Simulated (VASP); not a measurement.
Here is the system:

```
AlCo
1.0
    2.67292     0.00000     0.00000
    0.00000     2.67292     0.00000
    0.00000     0.00000     2.67292
Al Co
1 1
Direct
  0.50000   0.50000   0.50000
  0.00000   0.00000   0.00000
```

The numbers are results of PBEsol GGA, VASP's PBE PAW potentials (set 64) (plane waves; VASP), not measurements. Settings: 500 eV cut-off, 14×14×14 Γ-centred mesh, first-order Methfessel-Paxton smearing of 0.10 eV, potentials Al Co.

**Question.** Estimate the energy per atom (σ→0), pressure, band gap (on the k-mesh) with the smallest direct gap where there is one.

**Answer.** 
| Property | Result |
|---|---|
| band gap (on the k-mesh) | none (metal, semimetal or under 0.01 eV) |
| energy per atom (σ→0) | -6.334 eV/atom |
| pressure | 45.00 GPa |

Total energies compare only between runs with the same potentials, cut-off and functional.

The compound is CoAl in the CsCl type structure. It was relaxed first under an external pressure of 45 GPa. The run is not spin-polarised, so no magnetic state was tried.
